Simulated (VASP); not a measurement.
**RPA total energies of ZnSe (Stilleite)**

Aim: total energies of ZnSe (Stilleite) from exact exchange and RPA correlation, beside cheaper functionals. The scan starts from a database cell scaled to its smallest volume. The cell is of the zinc-blende type. The start is a cell from a database of measured crystal structures.

Calculated with VASP 6.6.1; RPA correlation on LDA orbitals; plane waves and PAW (Se_GW, Zn_GW), in the first sound run; inputs show where later runs differ.

## 1. Set-up

Symmetry: F-43m, No. 216, cubic system. Conventional cell: a = 5.512 Å, b = 5.512 Å, c = 5.512 Å, α = 90.00°, β = 90.00°, γ = 90.00°. Nearest to Se lie 4 Zn at 2.39 Å. Nearest to Zn lie 4 Se at 2.39 Å. Farther neighbours, and contacts between anions beyond the nearest, are not listed.

As a file:

```cif
data_structure
_symmetry_space_group_name_H-M 'P 1'
_symmetry_Int_Tables_number 1
_cell_length_a 3.8977
_cell_length_b 3.8977
_cell_length_c 3.8977
_cell_angle_alpha 60.000
_cell_angle_beta 60.000
_cell_angle_gamma 60.000
_cell_volume 41.87
loop_
_atom_site_label
_atom_site_type_symbol
_atom_site_fract_x
_atom_site_fract_y
_atom_site_fract_z
_atom_site_occupancy
Se1 Se 0.75000 0.75000 0.75000 1
Zn2 Zn 0.00000 0.00000 0.00000 1
```

## 2. Orbitals, volume ratio 0.92

RPA gives no stress here, so the energy is scanned over volumes, at one cutoff and mesh. Volumes are given as ratios to a reference cell, and this first cell is that cell scaled to 0.92. Each point starts from LDA orbitals, tightly converged.

Contents of INCAR:

```
SYSTEM = ZnSe
PREC = Accurate
ENCUT = 370
EDIFF = 1E-08
NELM = 100
ISMEAR = 0
SIGMA = 0.05
LREAL = .FALSE.
ALGO = Normal
GGA = CA
NBANDS = 15
LORBIT = 11
LWAVE = .TRUE.
LCHARG = .FALSE.
KPAR = 4
```

Contents of POSCAR:

```
ZnSe
1.0
    0.0000000000      2.7561222157      2.7561222157
    2.7561222157      0.0000000000      2.7561222157
    2.7561222157      2.7561222157      0.0000000000
Se Zn
1 1
Direct
    0.7500000000      0.7500000000      0.7500000000
    0.0000000000      0.0000000000      0.0000000000
```

Contents of KPOINTS:

```
Automatic mesh
0
Gamma
5 5 5
0 0 0
```

The projector-augmented-wave data sets are Se_GW and Zn_GW (LDA family, release 64).

On the command line:

```sh
$ mpirun -np 4 vasp_std
```

Standard output:

```text
[banner, memory and clock lines left out]
running    4 mpi-ranks, on    1 nodes
 distrk:  each k-point on    1 cores,    4 groups
 distr:  one band on    1 cores,    1 groups

 POSCAR found type information on POSCAR SeZn
 POSCAR found :  2 types and       2 ions
 LDA part: xc-table for (Slater(with rela. corr.)+CA(PZ))
 , standard interpolation
 POSCAR, INCAR and KPOINTS ok, starting setup
 FFT: planning ... GRIDC
 FFT: planning ... GRID_SOFT
 FFT: planning ... GRID
 WAVECAR not read
 entering main loop
       N       E                     dE             d eps       ncg     rms          rms(c)
DAV:   1     0.108952E+03    0.10895E+03   -0.71958E+03   308   0.173E+03
DAV:   2    -0.203643E+00   -0.10916E+03   -0.10354E+03   342   0.287E+02
DAV:   3    -0.752893E+01   -0.73253E+01   -0.72258E+01   453   0.745E+01
DAV:   4    -0.767690E+01   -0.14796E+00   -0.14793E+00   374   0.871E+00
DAV:   5    -0.767955E+01   -0.26502E-02   -0.26502E-02   460   0.133E+00    0.268E+00
DAV:   6    -0.739124E+01    0.28831E+00   -0.78622E-01   471   0.570E+01    0.123E+00
DAV:   7    -0.735493E+01    0.36308E-01   -0.21120E-01   423   0.132E+01    0.613E-01
DAV:   8    -0.734773E+01    0.72003E-02   -0.91538E-03   513   0.419E+00    0.262E-01
DAV:   9    -0.734639E+01    0.13367E-02   -0.20794E-03   499   0.835E-01    0.225E-02
DAV:  10    -0.734640E+01   -0.82146E-05   -0.10139E-04   470   0.221E-01    0.111E-02
DAV:  11    -0.734640E+01   -0.37472E-05   -0.45132E-06   395   0.446E-02    0.174E-03
DAV:  12    -0.734640E+01    0.51493E-08   -0.41696E-07   504   0.273E-02    0.848E-04
DAV:  13    -0.734640E+01   -0.19998E-08   -0.44424E-08   380   0.807E-03
   1 F= -.73464023E+01 E0= -.73464023E+01  d E =-.347667E-13
 writing wavefunctions
```

Elapsed: 2 s, on 4 MPI ranks of Intel Xeon Platinum 8488C (Sapphire Rapids), shared host; peak memory 0.47 GiB.

The logs omit lines about the potential files and the build; timing stands in the text.

From OUTCAR (step 2):

```text
ion  position               nearest neighbor table
   1  0.750  0.750  0.750-   2 2.39   2 2.39   2 2.39   2 2.39
   2  0.000  0.000  0.000-   1 2.39   1 2.39   1 2.39   1 2.39

  LATTYP: Found a face centered cubic cell.
 ALAT       =     5.5122444314

 Subroutine GETGRP returns: Found 24 space group operations
 (whereof 24 operations were pure point group operations)

The static configuration has the point symmetry T_d .

 Found     10 irreducible k-points:

   k-points           NKPTS =     10   k-points in BZ     NKDIM =     10   number of bands    NBANDS=     15

   dimension x,y,z NGX =    24 NGY =   24 NGZ =   24
   dimension x,y,z NGXF=    48 NGYF=   48 NGZF=   48

   ENCUT  =  370.0 eV  27.19 Ry    5.21 a.u.   6.11  6.11  6.11*2*pi/ulx,y,z

   NELECT =      18.0000    total number of electrons

 k-points in reciprocal lattice and weights: Automatic mesh
   0.00000000  0.00000000  0.00000000       0.008
   0.20000000  0.00000000  0.00000000       0.064
   0.40000000  0.00000000  0.00000000       0.064
   0.20000000  0.20000000  0.00000000       0.048
   0.40000000  0.20000000  0.00000000       0.192
  -0.40000000  0.20000000  0.00000000       0.192
  -0.20000000  0.20000000  0.00000000       0.096
   0.40000000  0.40000000  0.00000000       0.048
  -0.40000000  0.40000000  0.00000000       0.096
  -0.40000000  0.40000000  0.20000000       0.192

 average (electrostatic) potential at core
       1 -60.4656       2 -65.7131

 E-fermi :   3.6375

 k-point     1 :       0.0000    0.0000    0.0000
  band No.  band energies     occupation
    ...
      5      -3.1813      2.00000
      6      -3.1813      2.00000
      7       3.3942      2.00000
      8       3.3942      2.00000
      9       3.3942      2.00000
     10       4.7907      0.00000
     11       9.0526      0.00000
     12       9.0526      0.00000
     13       9.0526      0.00000
     14      13.3587      0.00000
    ...

 k-point     2 :       0.2000    0.0000    0.0000
  band No.  band energies     occupation
    ...
      5      -3.1836      2.00000
      6      -3.1836      2.00000
      7       0.8025      2.00000
      8       2.9932      2.00000
      9       2.9932      2.00000
     10       6.1484      0.00000
     11       9.4869      0.00000
     12       9.6211      0.00000
     13       9.6211      0.00000
     14      13.7899      0.00000
    ...

 k-point     3 :       0.4000    0.0000    0.0000
  band No.  band energies     occupation
    ...
      5      -3.1654      2.00000
      6      -3.1654      2.00000
      7      -1.8166      2.00000
      8       2.4685      2.00000
      9       2.4685      2.00000
     10       5.9609      0.00000
     11       9.7066      0.00000
     12       9.7066      0.00000
     13      11.6930      0.00000
     14      13.9568      0.00000
    ...

  Total        0.7058501      0.7058501      0.7058501      0.0000000      0.0000000     -0.0000000
  in kB       27.0083239     27.0083239     27.0083239      0.0000000      0.0000000     -0.0000000
  external PRESSURE =      27.0083239 kB  Pullay stress =       0.0000000 kB

  energy-cutoff  :      370.00
  volume of cell :       41.87
      direct lattice vectors                 reciprocal lattice vectors
     0.000000000  2.756122216  2.756122216    -0.181414306  0.181414306  0.181414306
     2.756122216  0.000000000  2.756122216     0.181414306 -0.181414306  0.181414306
     2.756122216  2.756122216  0.000000000     0.181414306  0.181414306 -0.181414306

 POSITION                                       TOTAL-FORCE (eV/Angst)
 -----------------------------------------------------------------------------------
      4.13418      4.13418      4.13418        -0.000000     -0.000000     -0.000000
      0.00000      0.00000      0.00000         0.000000      0.000000      0.000000
 -----------------------------------------------------------------------------------
    total drift:                                0.000002      0.000002      0.000002

  FREE ENERGIE OF THE ION-ELECTRON SYSTEM (eV)
  ---------------------------------------------------
  free  energy   TOTEN  =        -7.3464022908 eV

  energy  without entropy=       -7.3464022908  energy(sigma->0) =       -7.34640229

 total charge
# of ion       s       p       d       tot
------------------------------------------
    1        1.422   2.423   0.038   3.882
    2        0.540   0.512   9.766  10.817
--------------------------------------------------
tot          1.961   2.935   9.803  14.699

[... 3 further parts left out ...]
```

The gap is read on the k-mesh alone, so it is an upper bound where the band edges lie off the mesh.

A gap read on the k-mesh alone can miss the band edges.

Read from the output:

| Quantity | Value |
| --- | --- |
| free energy (TOTEN) | -7.346 eV |
| Fermi energy | 3.638 eV |
| pressure | 2.701 GPa |
| gap on the k-mesh | 1.397 eV |
| least direct gap on the k-mesh | 1.397 eV |

## 3. Exact exchange, volume ratio 0.92

This step: Hartree-Fock energy on LDA orbitals; plane waves and PAW (Se_GW, Zn_GW) (VASP 6.6.1).

The Hartree-Fock energy is evaluated once on these orbitals (ALGO = Eigenval, NELM = 1), without letting them relax. It uses the mesh of the correlation step, since the long-wavelength errors of the two partly cancel, and the total energy is their sum.

Contents of INCAR:

```
SYSTEM = ZnSe
PREC = Accurate
ENCUT = 370
ISMEAR = 0
SIGMA = 0.05
LREAL = .FALSE.
GGA = CA
NBANDS = 15
ALGO = Eigenval
NELM = 1
LHFCALC = .TRUE.
AEXX = 1
ALDAC = 0
AGGAC = 0
PRECFOCK = Normal
LWAVE = .FALSE.
LCHARG = .FALSE.
```

POSCAR is that of step 2.

KPOINTS is that of step 2.

The run starts from files that an earlier step left in the folder.

On the command line:

```sh
$ mpirun -np 4 vasp_std
```

Standard output:

```text
[banner, memory and clock lines left out]
running    4 mpi-ranks, on    1 nodes
 distrk:  each k-point on    4 cores,    1 groups
 distr:  one band on    1 cores,    4 groups

 POSCAR found type information on POSCAR SeZn
 POSCAR found :  2 types and       2 ions
 LDA part: xc-table for (Slater(with rela. corr.)+CA(PZ))
 , standard interpolation
|                                                                             |
|           W    W    AA    RRRRR   N    N  II  N    N   GGGG   !!!           |
|           W    W   A  A   R    R  NN   N  II  NN   N  G    G  !!!           |
|           W    W  A    A  R    R  N N  N  II  N N  N  G       !!!           |
|           W WW W  AAAAAA  RRRRR   N  N N  II  N  N N  G  GGG   !            |
|           WW  WW  A    A  R   R   N   NN  II  N   NN  G    G                |
|           W    W  A    A  R    R  N    N  II  N    N   GGGG   !!!           |
|                                                                             |
|     The number of bands has been changed from the values supplied in        |
|     The orbitals not found in the WAVECAR file will be initialized with     |
|     random numbers, which is usually adequate. For correlated               |
|     calculations, however, you should redo the groundstate calculation.     |
|     I found NBANDS = 15. Now, NBANDS = 16.                                  |
|                                                                             |

 found WAVECAR, reading the header
  number of bands has changed, file:    15 present:    16
  trying to continue reading WAVECAR, but it might fail
 POSCAR, INCAR and KPOINTS ok, starting setup
 FFT: planning ... GRIDC
 FFT: planning ... GRID_SOFT
 FFT: planning ... GRID
 reading WAVECAR
 random initialization beyond band           15
 the WAVECAR file was read successfully
 initial charge from wavefunction
 entering main loop
       N       E                     dE             d eps       ncg     rms          rms(c)
EIG:   1    -0.106071E+02   -0.10607E+02    0.00000E+00     0   0.000E+00
   1 F= -.10607061E+02 E0= -.10607061E+02  d E =-.357503E-22
```

It took 29 s on 4 MPI ranks; peak memory 0.43 GiB; 1.8 min of CPU time.

OUTCAR, selected parts (step 3):

```text
The static configuration has the point symmetry T_d .

 Found     10 irreducible k-points:

   k-points           NKPTS =     10   k-points in BZ     NKDIM =    125   number of bands    NBANDS=     16

   NELECT =      18.0000    total number of electrons

  exchange ACFDT corr.  =         0.00000000  see jH, gK, PRB 81, 115126

 E-fermi :   3.7273

 k-point     1 :       0.0000    0.0000    0.0000
  band No.  band energies     occupation
    ...
      5     -14.5054      2.00000
      6     -14.5054      2.00000
      7       0.6429      2.00000
      8       0.6429      2.00000
      9       0.6429      2.00000
     10       9.5244      0.00000
     11      14.1482      0.00000
     12      14.1482      0.00000
     13      14.1482      0.00000
     14      19.6661      0.00000
    ...

 k-point     2 :       0.2000    0.0000    0.0000
  band No.  band energies     occupation
    ...
      5     -14.5065      2.00000
      6     -14.5065      2.00000
      7      -2.6614      2.00000
      8       0.1881      2.00000
      9       0.1881      2.00000
     10      10.9548      0.00000
     11      14.6715      0.00000
     12      14.8539      0.00000
     13      14.8539      0.00000
     14      19.2350      0.00000
    ...

 POSITION                                       TOTAL-FORCE (eV/Angst)
 -----------------------------------------------------------------------------------
      4.13418      4.13418      4.13418        -0.000000     -0.000000     -0.000000
      0.00000      0.00000      0.00000         0.000000      0.000000      0.000000
 -----------------------------------------------------------------------------------
    total drift:                                0.000001      0.000002      0.000002

  FREE ENERGIE OF THE ION-ELECTRON SYSTEM (eV)
  ---------------------------------------------------
  free  energy   TOTEN  =       -10.6070612238 eV

  energy  without entropy=      -10.6070612238  energy(sigma->0) =      -10.60706122

[... 7 parts as in an earlier step ...]

[... 5 further parts left out ...]
```

The k-mesh is coarse for unscreened exact exchange, which converges slowly with it.

Read from the output:

```yaml
free_energy_toten: -10.61 eV
```

The Hartree-Fock energy on these orbitals is -5.3035 eV an atom.

## 4. Empty bands, volume ratio 0.92

This step: LDA; plane waves and PAW (Se_GW, Zn_GW) (VASP 6.6.1).

ALGO = Exact makes the empty bands from the converged ground state in one step. LOPTICS writes the k-derivatives of the orbitals (WAVEDER), which give the long-wavelength limit of the screening.

Contents of INCAR:

```
SYSTEM = ZnSe
PREC = Accurate
ENCUT = 370
ISMEAR = 0
SIGMA = 0.05
LREAL = .FALSE.
GGA = CA
NBANDS = 684
ALGO = Exact
NELM = 1
LWAVE = .TRUE.
LCHARG = .FALSE.
LOPTICS = .TRUE.
NEDOS = 1000
CSHIFT = 0.1
```

POSCAR is that of step 3.

KPOINTS is that of step 3.

On the command line:

```sh
$ mpirun -np 4 vasp_std
```

Standard output:

```text
[banner, memory and clock lines left out]
running    4 mpi-ranks, on    1 nodes
 distrk:  each k-point on    4 cores,    1 groups
 distr:  one band on    1 cores,    4 groups

 POSCAR found type information on POSCAR SeZn
 POSCAR found :  2 types and       2 ions
 LDA part: xc-table for (Slater(with rela. corr.)+CA(PZ))
 , standard interpolation
 found WAVECAR, reading the header
  number of bands has changed, file:    15 present:   684
  trying to continue reading WAVECAR, but it might fail
 POSCAR, INCAR and KPOINTS ok, starting setup
 FFT: planning ... GRIDC
 FFT: planning ... GRID_SOFT
 FFT: planning ... GRID
 reading WAVECAR
 random initialization beyond band           15
 the WAVECAR file was read successfully
 initial charge from wavefunction
 entering main loop
       N       E                     dE             d eps       ncg     rms          rms(c)
DIA:   1    -0.734640E+01   -0.73464E+01    0.00000E+00     0   0.000E+00
   1 F= -.73464023E+01 E0= -.73464023E+01  d E =-.153152E-48
 writing wavefunctions
 optical routines
 imaginary and real dielectric function
 recalculating local potential from charge density
 direction            1
 direction            2
 direction            3
```

Elapsed: 6 s, on 4 MPI ranks; peak memory 0.62 GiB; 20 s of CPU time.

Parts of OUTCAR (step 4):

```text
The static configuration has the point symmetry T_d .

 Found     10 irreducible k-points:

   k-points           NKPTS =     10   k-points in BZ     NKDIM =     10   number of bands    NBANDS=    684

   NELECT =      18.0000    total number of electrons

 E-fermi :   3.9068

 k-point     1 :       0.0000    0.0000    0.0000
  band No.  band energies     occupation
    ...
      5      -3.1814      2.00000
      6      -3.1814      2.00000
      7       3.3942      2.00000
      8       3.3942      2.00000
      9       3.3942      2.00000
     10       4.7907      0.00000
     11       9.0526      0.00000
     12       9.0526      0.00000
     13       9.0526      0.00000
     14      13.3587      0.00000
    ...

 k-point     2 :       0.2000    0.0000    0.0000
  band No.  band energies     occupation
    ...
      5      -3.1837      2.00000
      6      -3.1837      2.00000
      7       0.8025      2.00000
      8       2.9932      2.00000
      9       2.9932      2.00000
     10       6.1484      0.00000
     11       9.4869      0.00000
     12       9.6210      0.00000
     13       9.6210      0.00000
     14      13.7899      0.00000
    ...

  Total        0.7091547      0.7091547      0.7091547     -0.0000000     -0.0000000     -0.0000000
  in kB       27.1347699     27.1347699     27.1347699     -0.0000000     -0.0000000     -0.0000000
  external PRESSURE =      27.1347699 kB  Pullay stress =       0.0000000 kB

  FREE ENERGIE OF THE ION-ELECTRON SYSTEM (eV)
  ---------------------------------------------------
  free  energy   TOTEN  =        -7.3464022915 eV

  energy  without entropy=       -7.3464022915  energy(sigma->0) =       -7.34640229

 plasma frequency squared (from intraband transitions) (eV^2)
  --------------------------------------------------------------------------------------
       0.000       0.000      -0.000
      -0.000       0.000      -0.000
       0.000       0.000       0.000

[... 8 parts as in an earlier step ...]

[... 5 further parts left out ...]
```

WAVECAR now holds 684 bands for 18 electrons.

(Part 1 of 6 ends here.)

[Long decimals in the printed logs are rounded to 6 places.]

[Lines on the potential files, build, host, timing and source positions are cut from VASP's logs without a mark.]

[Logs are printed without paths, hosts, clocks, repeated set-up lines and the standing remarks that a program may print on its own settings, such as how far it seeks lower states.]

[Hosts, paths, dates, database ids (printed as entryN), source tags and the programs' standing remarks are cut or masked in the printed files.]

[Measured values are set beside computed ones only where the two were judged alike; some that the calculation misses by far are left out.]

[Pressures printed for these runs are not shown converged in the cutoff: they can be off by several GPa and have the wrong sign.]
